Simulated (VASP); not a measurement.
Here is the system:

```
AgCl
1.0
    0.00000     2.71963     2.71963
    2.71963     0.00000     2.71963
    2.71963     2.71963     0.00000
Ag Cl
1 1
Direct
  0.00000   0.00000   0.00000
  0.50000   0.50000   0.50000
```

Method: PBEsol GGA, VASP's PBE PAW potentials (set 64) (plane waves; VASP). Settings: 400 eV cut-off, 15×15×15 Γ-centred mesh, Gaussian smearing of 0.010 eV, potentials Ag Cl.

### Question
Give the electronic dielectric tensor ε∞ (DFPT, local fields included).

### Answer

```
5.48  0.00  0.00
0.00  5.48  0.00
0.00  0.00  5.48
```

### Question
Give the Born effective charges.

### Answer

| atom | Z*xx | Z*yy | Z*zz | mean |
|---|---|---|---|---|
| Ag1 | 1.42 | 1.42 | 1.42 | 1.42 |
| Cl2 | -1.42 | -1.42 | -1.42 | -1.42 |

The compound is AgCl in the rock salt structure. It was relaxed first, which changed the volume by -6 %.
